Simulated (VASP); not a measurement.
Calculation: rev-vdW-DF2, VASP's PBE PAW potentials (set 64) (plane waves; VASP).

VASP input:

POSCAR:
```
PdIn
1
    3.2500000000     0.0000000000     0.0000000000
    0.0000000000     3.2500000000     0.0000000000
    0.0000000000     0.0000000000     3.2500000000
In Pd
1 1
Direct
  0.5000000000   0.5000000000   0.5000000000
  0.0000000000   0.0000000000   0.0000000000
```

INCAR:
```
LUSE_VDW  =  .TRUE.
IBRION  =  2   # conjugate gradients
ZAB_VDW  =  -1.8867
ALGO  =  Normal
PARAM2  =  0.7114
PREC  =  Accurate
LASPH  =  .TRUE.   # aspherical one-centre terms
LCHARG  =  .FALSE.
LWAVE  =  .FALSE.
NELM  =  100   # most electronic steps
LREAL  =  .FALSE.   # projection in real space or not
ISMEAR  =  1
EDIFF  =  1E-6   # SCF stop (eV)
GGA  =  MK
SYSTEM  =  PdIn
ENCUT  =  520   # plane-wave cut-off (eV)
ISIF  =  3
SIGMA  =  0.1   # width (eV)
NSW  =  60
AGGAC  =  0.0
LMAXMIX  =  4   # l cut-off of mixed one-centre charges
PARAM1  =  0.1234568
EDIFFG  =  -0.01   # ionic stop
```

**KPOINTS**
```
Automatic mesh
0
Gamma
10 10 10
0 0 0
```

POTCAR, in this order: In_d Pd (PBE.64 set). Program: vasp_std.

What VASP printed:

### OSZICAR
```
       N       E                     dE             d eps       ncg     rms          rms(c)
DAV:   1     0.164602754668E+03    0.16460E+03   -0.11558E+04  1709   0.201E+03
DAV:   2     0.391460777948E+01   -0.16069E+03   -0.15705E+03  1750   0.403E+02
DAV:   3    -0.353934292318E+01   -0.74540E+01   -0.74277E+01  2170   0.935E+01
DAV:   4    -0.366345466588E+01   -0.12411E+00   -0.12409E+00  1977   0.114E+01
DAV:   5    -0.366907015891E+01   -0.56155E-02   -0.56154E-02  2528   0.222E+00    0.666E+00
DAV:   6    -0.347705540810E+01    0.19201E+00   -0.50582E-01  1960   0.106E+01    0.305E+00
DAV:   7    -0.343888125737E+01    0.38174E-01   -0.77856E-02  2208   0.545E+00    0.144E+00
DAV:   8    -0.343075053292E+01    0.81307E-02   -0.21681E-02  1960   0.149E+00    0.417E-01
DAV:   9    -0.342980938989E+01    0.94114E-03   -0.19445E-03  2156   0.790E-01    0.622E-02
DAV:  10    -0.342980812911E+01    0.12608E-05   -0.42173E-05  2288   0.102E-01    0.301E-02
DAV:  11    -0.342980934465E+01   -0.12155E-05   -0.45272E-06  1988   0.223E-02    0.454E-03
DAV:  12    -0.342980964153E+01   -0.29688E-06   -0.27461E-07  1050   0.629E-03
   1 F= -.34298096E+01 E0= -.34293590E+01  d E =-.342981E+01
       N       E                     dE             d eps       ncg     rms          rms(c)
DAV:   1    -0.440408668669E+01   -0.97428E+00   -0.21331E+01  1778   0.860E+01    0.637E+00
DAV:   2    -0.355254460313E+01    0.85154E+00   -0.38350E+00  1694   0.261E+01    0.242E+00
DAV:   3    -0.345257753983E+01    0.99967E-01   -0.33297E-01  2187   0.982E+00    0.110E+00
DAV:   4    -0.343338802839E+01    0.19190E-01   -0.62881E-02  2459   0.447E+00    0.665E-01
DAV:   5    -0.343241095021E+01    0.97708E-03   -0.19351E-03  1848   0.527E-01    0.387E-01
DAV:   6    -0.343188022754E+01    0.53072E-03   -0.10027E-03  1978   0.258E-01    0.530E-02
DAV:   7    -0.343188866235E+01   -0.84348E-05   -0.33906E-05  2470   0.574E-02    0.249E-02
DAV:   8    -0.343188884135E+01   -0.17900E-06   -0.12940E-06  1526   0.152E-02
   2 F= -.34318888E+01 E0= -.34319182E+01  d E =-.207920E-02
       N       E                     dE             d eps       ncg     rms          rms(c)
DAV:   1    -0.367812088981E+01   -0.24623E+00   -0.48292E+00  1750   0.373E+01    0.339E+00
DAV:   2    -0.347187937656E+01    0.20624E+00   -0.10361E+00  1680   0.134E+01    0.109E+00
DAV:   3    -0.344579975022E+01    0.26080E-01   -0.95152E-02  2161   0.540E+00    0.430E-01
DAV:   4    -0.344186253013E+01    0.39372E-02   -0.11961E-02  2489   0.190E+00    0.408E-01
DAV:   5    -0.344166694211E+01    0.19559E-03   -0.30125E-04  1806   0.176E-01    0.272E-01
DAV:   6    -0.344152453208E+01    0.14241E-03   -0.35553E-04  2040   0.170E-01    0.230E-02
DAV:   7    -0.344152775705E+01   -0.32250E-05   -0.10033E-05  2406   0.320E-02    0.126E-02
DAV:   8    -0.344152794235E+01   -0.18530E-06   -0.38909E-07  1134   0.830E-03
   3 F= -.34415279E+01 E0= -.34412818E+01  d E =-.117183E-01
```

OUTCAR:
```
------------------------ aborting loop because EDIFF is reached ----------------------------------------
  FORCE on cell =-STRESS in cart. coord.  units (eV):
  Direction    XX          YY          ZZ          XY          YZ          ZX
  --------------------------------------------------------------------------------------
  Total       -0.0018892     -0.0018892     -0.0018892     -0.0000000     -0.0000000      0.0000000
  in kB       -0.0855884     -0.0855884     -0.0855884     -0.0000000     -0.0000000      0.0000000
  external PRESSURE =      -0.0855884 kB  Pullay stress =       0.0000000 kB
  volume of cell :       35.36
      direct lattice vectors                 reciprocal lattice vectors
     3.282387765  0.000000000 -0.000000000     0.304656266  0.000000000  0.000000000
     0.000000000  3.282387765 -0.000000000    -0.000000000  0.304656266 -0.000000000
     0.000000000  0.000000000  3.282387765     0.000000000  0.000000000  0.304656266
 POSITION                                       TOTAL-FORCE (eV/Angst)
 -----------------------------------------------------------------------------------
      1.64119      1.64119      1.64119         0.000000      0.000000      0.000000
      0.00000      0.00000      0.00000         0.000000     -0.000000      0.000000
 -----------------------------------------------------------------------------------
    total drift:                                0.000000      0.000000     -0.000000
  FREE ENERGIE OF THE ION-ELECTRON SYSTEM (eV)
  ---------------------------------------------------
  free  energy   TOTEN  =        -3.4415279424 eV

  energy  without entropy=       -3.4407896052  energy(sigma->0) =       -3.44128183

 reached required accuracy - stopping structural energy minimisation
```
(Selected blocks of OUTCAR.)

File CONTCAR:
```
PdIn
   1.00000000000000
     3.2823877649876554    0.0000000000000000   -0.0000000000000000
     0.0000000000000000    3.2823877649876554   -0.0000000000000000
     0.0000000000000000    0.0000000000000000    3.2823877649876554
  In              Pd
     1     1
Direct
     0.5000000000000000    0.5000000000000000    0.5000000000000000
     0.0000000000000000    0.0000000000000000    0.0000000000000000
```

Energy and stress use the plane-wave basis of the starting cell.

The compound is PdIn in the CsCl type structure. This run relaxes it. Symmetry was kept, so distortions that lower it aren't found. The electron count is odd and the run is not spin-polarised, which forces a metal.
